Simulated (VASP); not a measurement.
```xyz
2
Lattice="1.6144 -2.7963 0.0000 1.6144 2.7963 0.0000 0.0000 0.0000 5.1733" Properties=species:S:1:pos:R:3 pbc="T T T"
Zr     1.6144     0.9321     1.2933
Zr     1.6144    -0.9321     3.8800
```

Computed with PBE GGA, VASP's PBE PAW potentials (set 64) (plane waves; VASP 6.6.1). Numerical set-up: 480 eV cut-off, 12×12×8 Γ-centred mesh, first-order Methfessel-Paxton smearing of 0.10 eV, potentials Zr_sv.

Energy and stress use the plane-wave basis of the starting cell.

Q: The ions, cell shape and volume at an external pressure of 15.0 GPa are relaxed. What does this cell relax into?

A: 
```xyz
2
Lattice="1.5437 -2.6738 0.0000 1.5437 2.6738 0.0000 0.0000 0.0000 4.9719" Properties=species:S:1:pos:R:3 pbc="T T T"
Zr     1.5437     0.8913     1.2430
Zr     1.5437    -0.8913     3.7290
```
Space group P6_3/mmc (194), at a tolerance of 0.03 Å.

Q: How do energy and volume change from the first to the last step?

A: The energy (σ→0) changes by +123.6 meV/atom and the volume by -12.1 %, in 8 ionic steps.

The compound is Zr in the hcp structure. This run relaxes it under an external pressure of 15 GPa. Symmetry was kept, so distortions that lower it aren't found.
